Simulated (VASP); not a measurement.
Input:

```xyz
2
Lattice="2.7516 0.0000 0.0000 0.0000 2.7516 0.0000 0.0000 0.0000 2.7516" Properties=species:S:1:pos:R:3 pbc="T T T"
Cr     0.0000     0.0000     0.0000
Cr     1.3758     1.3758     1.3758
```

All values below come from AM05 GGA, VASP's PBE PAW potentials (set 64) (plane waves; VASP). Run with 520 eV cut-off, 13×13×13 Γ-centred mesh, first-order Methfessel-Paxton smearing of 0.10 eV, potentials Cr_pv.

Q: Give the stress tensor in GPa (positive for a compressed cell).

A: 
```
20.45   0.00   0.00
 0.00  20.45   0.00
 0.00   0.00  20.45
```
The pressure is its mean diagonal, 20.45 GPa.

The compound is Cr in the bcc, AFM order structure. This cell is one point of a volume scan, at 0.94 of the reference volume. The run is not spin-polarised, so no magnetic state was tried.
